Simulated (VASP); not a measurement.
Calculation: PBEsol GGA, VASP's PBE PAW potentials (set 64) (plane waves; VASP 6.6.1).

Input for VASP

KPOINTS:
```
Automatic mesh
0
Gamma
9 9 9
0 0 0
```

**POSCAR**
```
P
1.0
  2.5381870000   0.0000000000   0.0000000000
  0.0000000000   2.5381870000   0.0000000000
  0.0000000000   0.0000000000   2.5381870000
P
1
Direct
  0.0000000000   0.0000000000   0.0000000000
```

**INCAR**
```
SYSTEM = P
PREC = Accurate
ENCUT = 400
EDIFF = 1E-6
NELM = 100
ALGO = Normal
LREAL = .FALSE.
LASPH = .TRUE.
ISMEAR = 0
SIGMA = 0.05
GGA = PS
LWAVE = .FALSE.
LCHARG = .FALSE.
IBRION = 2
ISIF = 3
NSW = 60
EDIFFG = -0.01
```

POTCAR, in this order: P (PBE.64 set). Program: vasp_std.

The run wrote:

### OUTCAR
```
 ion  position               nearest neighbor table
   1  0.000  0.000  0.000-
  LATTYP: Found a simple cubic cell.
 ALAT       =     2.5381870000
 Subroutine PRICEL returns:
 Original cell was already a primitive cell.
 Subroutine GETGRP returns: Found 48 space group operations
The static configuration has the point symmetry O_h .
The dynamic configuration has the point symmetry O_h .
 Subroutine INISYM returns: Found 48 space group operations
 Subroutine IBZKPT returns following result:
 Found     35 irreducible k-points:

 Following reciprocal coordinates:
            Coordinates               Weight
  0.000000  0.000000  0.000000      1.000000
  0.111111  0.000000  0.000000      6.000000
  0.222222  0.000000  0.000000      6.000000
  0.333333  0.000000  0.000000      6.000000
  0.444444  0.000000  0.000000      6.000000
  0.111111  0.111111  0.000000     12.000000
  0.222222  0.111111  0.000000     24.000000
  0.333333  0.111111  0.000000     24.000000
  0.444444  0.111111  0.000000     24.000000
  0.222222  0.222222  0.000000     12.000000
  0.333333  0.222222  0.000000     24.000000
  0.444444  0.222222  0.000000     24.000000
  0.333333  0.333333  0.000000     12.000000
  0.444444  0.333333  0.000000     24.000000
  0.444444  0.444444  0.000000     12.000000
  0.111111  0.111111  0.111111      8.000000
  0.222222  0.111111  0.111111     24.000000
  0.333333  0.111111  0.111111     24.000000
  0.444444  0.111111  0.111111     24.000000
  0.222222  0.222222  0.111111     24.000000
  0.333333  0.222222  0.111111     48.000000
  0.444444  0.222222  0.111111     48.000000
  0.333333  0.333333  0.111111     24.000000
  0.444444  0.333333  0.111111     48.000000
  0.444444  0.444444  0.111111     24.000000
  0.222222  0.222222  0.222222      8.000000
  0.333333  0.222222  0.222222     24.000000
  0.444444  0.222222  0.222222     24.000000
  0.333333  0.333333  0.222222     24.000000
  0.444444  0.333333  0.222222     48.000000
  0.444444  0.444444  0.222222     24.000000
  0.333333  0.333333  0.333333      8.000000
  0.444444  0.333333  0.333333     24.000000
  0.444444  0.444444  0.333333     24.000000
  0.444444  0.444444  0.444444      8.000000
   k-points           NKPTS =     35   k-points in BZ     NKDIM =     35   number of bands    NBANDS=      6
   number of dos      NEDOS =    301   number of ions     NIONS =      1
   total plane-waves  NPLWV =   5832
   dimension x,y,z NGX =    18 NGY =   18 NGZ =   18
   dimension x,y,z NGXF=    36 NGYF=   36 NGZF=   36
   ions per type =               1
   PREC   = accura    normal or accurate (medium, high low for compatibility)
   ISTART =      0    job   : 0-new  1-cont  2-samecut
   ICHARG =      2    charge: 1-file 2-atom 10-const
   ISPIN  =      1    spin polarized calculation?
   LNONCOLLINEAR =      F non collinear calculations
   LSORBIT =      F    spin-orbit coupling
   INIWAV =      1    electr: 0-lowe 1-rand  2-diag
   ENCUT  =  400.0 eV  29.40 Ry    5.42 a.u.   4.14  4.14  4.14*2*pi/ulx,y,z
   NELM   =    100;   NELMIN=  2; NELMDL= -5     # of ELM steps
   EDIFF  = 0.1E-05   stopping-criterion for ELM
   LREAL  =      F    real-space projection
   NLSPLINE    = F    spline interpolate recip. space projectors
   LMAXMIX     =    2 max onsite mixed and CHGCAR
   VOSKOWN=      0    Vosko Wilk Nusair interpolation
   EDIFFG = -.1E-01   stopping-criterion for IOM
   NSW    =     60    number of steps for IOM
   NBLOCK =      1;   KBLOCK =     60    inner block; outer block
   IBRION =      2    ionic relax: 0-MD 1-quasi-New 2-CG
   NFREE  =      1    steps in history (QN), initial steepest desc. (CG)
...
```

### OSZICAR
```
       N       E                     dE             d eps       ncg     rms          rms(c)
DAV:   1     0.131193115901E+01    0.13119E+01   -0.18565E+03   426   0.488E+02
DAV:   2    -0.557654473101E+01   -0.68885E+01   -0.65952E+01   594   0.617E+01
DAV:   3    -0.568398764857E+01   -0.10744E+00   -0.10737E+00   516   0.834E+00
DAV:   4    -0.568439363442E+01   -0.40599E-03   -0.40599E-03   678   0.495E-01
DAV:   5    -0.568439393982E+01   -0.30540E-06   -0.30523E-06   504   0.105E-02    0.368E+00
DAV:   6    -0.568122017621E+01    0.31738E-02   -0.12010E-03   588   0.287E-01    0.213E+00
DAV:   7    -0.567943306744E+01    0.17871E-02   -0.24868E-03   468   0.422E-01    0.900E-02
DAV:   8    -0.567943481956E+01   -0.17521E-05   -0.89704E-05   558   0.792E-02    0.111E-02
DAV:   9    -0.567943577972E+01   -0.96016E-06   -0.92448E-07   594   0.940E-03
   1 F= -.56794358E+01 E0= -.56787853E+01  d E =-.567944E+01
       N       E                     dE             d eps       ncg     rms          rms(c)
DAV:   1    -0.600076743801E+01   -0.32133E+00   -0.89820E+00   432   0.211E+01    0.383E+00
DAV:   2    -0.583303917911E+01    0.16773E+00   -0.12515E-01   456   0.316E+00    0.188E+00
DAV:   3    -0.575683379796E+01    0.76205E-01   -0.14639E-01   438   0.253E+00    0.749E-01
DAV:   4    -0.575675075178E+01    0.83046E-04   -0.42319E-04   540   0.234E-01    0.611E-01
DAV:   5    -0.575649880511E+01    0.25195E-03   -0.13840E-04   474   0.972E-02    0.133E-01
DAV:   6    -0.575649212738E+01    0.66777E-05   -0.14784E-06   528   0.135E-02    0.284E-02
DAV:   7    -0.575649223050E+01   -0.10312E-06   -0.21994E-08   258   0.154E-03
   2 F= -.57564922E+01 E0= -.57561693E+01  d E =-.770565E-01
       N       E                     dE             d eps       ncg     rms          rms(c)
DAV:   1    -0.579338720883E+01   -0.36895E-01   -0.69575E-01   450   0.553E+00    0.954E-01
DAV:   2    -0.577910775456E+01    0.14279E-01   -0.11366E-02   450   0.949E-01    0.504E-01
DAV:   3    -0.577264360177E+01    0.64642E-02   -0.13336E-02   450   0.755E-01    0.147E-01
DAV:   4    -0.577263178375E+01    0.11818E-04   -0.42718E-05   510   0.724E-02    0.119E-01
DAV:   5    -0.577260685420E+01    0.24930E-04   -0.46160E-06   534   0.196E-02    0.141E-02
DAV:   6    -0.577260705341E+01   -0.19921E-06   -0.10923E-07   258   0.304E-03
   3 F= -.57726071E+01 E0= -.57718475E+01  d E =-.931713E-01
       N       E                     dE             d eps       ncg     rms          rms(c)
DAV:   1    -0.577314153358E+01   -0.53468E-03   -0.11292E-02   450   0.712E-01    0.127E-01
DAV:   2    -0.577292876974E+01    0.21276E-03   -0.17115E-04   456   0.117E-01    0.682E-02
DAV:   3    -0.577283164382E+01    0.97126E-04   -0.19932E-04   450   0.921E-02    0.184E-02
DAV:   4    -0.577283118824E+01    0.45558E-06   -0.64805E-07   450   0.888E-03
   4 F= -.57728312E+01 E0= -.57720756E+01  d E =-.933954E-01
       N       E                     dE             d eps       ncg     rms          rms(c)
DAV:   1    -0.577286124607E+01   -0.29602E-04   -0.15562E-03   450   0.265E-01    0.469E-02
DAV:   2    -0.577283213203E+01    0.29114E-04   -0.23293E-05   456   0.431E-02    0.252E-02
DAV:   3    -0.577281931128E+01    0.12821E-04   -0.27117E-05   450   0.340E-02    0.691E-03
DAV:   4    -0.577281941243E+01   -0.10115E-06   -0.83403E-08   228   0.329E-03
   5 F= -.57728194E+01 E0= -.57720649E+01  d E =-.933836E-01
       N       E                     dE             d eps       ncg     rms          rms(c)
DAV:   1    -0.577287192438E+01   -0.52613E-04   -0.14897E-03   450   0.259E-01    0.468E-02
DAV:   2    -0.577284407004E+01    0.27854E-04   -0.22408E-05   456   0.423E-02    0.252E-02
DAV:   3    -0.577283114047E+01    0.12930E-04   -0.26091E-05   450   0.333E-02    0.663E-03
DAV:   4    -0.577283100388E+01    0.13660E-06   -0.80341E-08   216   0.321E-03
   6 F= -.57728310E+01 E0= -.57720755E+01  d E =-.115914E-04
       N       E                     dE             d eps       ncg     rms          rms(c)
DAV:   1    -0.577284104097E+01   -0.99005E-05   -0.18949E-04   450   0.924E-02    0.165E-02
DAV:   2    -0.577283749162E+01    0.35494E-05   -0.28450E-06   444   0.151E-02    0.891E-03
DAV:   3    -0.577283600729E+01    0.14843E-05   -0.33071E-06   420   0.119E-02    0.238E-03
DAV:   4    -0.577283604670E+01   -0.39406E-07   -0.11507E-08   210   0.122E-03
   7 F= -.57728360E+01 E0= -.57720809E+01  d E =-.166343E-04
```

### OUTCAR
```
------------------------ aborting loop because EDIFF is reached ----------------------------------------
  FORCE on cell =-STRESS in cart. coord.  units (eV):
  Direction    XX          YY          ZZ          XY          YZ          ZX
  --------------------------------------------------------------------------------------
  Total       -0.0001519     -0.0001519     -0.0001519      0.0000000     -0.0000000      0.0000000
  in kB       -0.0170120     -0.0170120     -0.0170120      0.0000000     -0.0000000      0.0000000
  external PRESSURE =      -0.0170120 kB  Pullay stress =       0.0000000 kB
  volume of cell :       14.31
      direct lattice vectors                 reciprocal lattice vectors
     2.427644713  0.000000000 -0.000000000     0.411921891  0.000000000 -0.000000000
    -0.000000000  2.427644713 -0.000000000    -0.000000000  0.411921891 -0.000000000
     0.000000000  0.000000000  2.427644713     0.000000000  0.000000000  0.411921891
 POSITION                                       TOTAL-FORCE (eV/Angst)
 -----------------------------------------------------------------------------------
      0.00000      0.00000      2.42764         0.000000      0.000000      0.000000
 -----------------------------------------------------------------------------------
    total drift:                                0.000000      0.000000     -0.000000
  FREE ENERGIE OF THE ION-ELECTRON SYSTEM (eV)
  ---------------------------------------------------
  free  energy   TOTEN  =        -5.7728360467 eV

  energy  without entropy=       -5.7713256963  energy(sigma->0) =       -5.77208087

 reached required accuracy - stopping structural energy minimisation
```
(Selected blocks of OUTCAR.)

**CONTCAR**
```
P
   1.00000000000000
     2.4276447129373384    0.0000000000000000   -0.0000000000000000
    -0.0000000000000000    2.4276447129373384   -0.0000000000000000
     0.0000000000000000    0.0000000000000000    2.4276447129373384
  P
     1
Direct
     0.0000000000000000    0.0000000000000000    1.0000000000000000
```

Energy and stress use the plane-wave basis of the starting cell.

The structure was generated: P was put into the simple-cubic type (Pm-3m), which need not be its known phase. This run relaxes it. Symmetry was kept, so distortions that lower it aren't found.
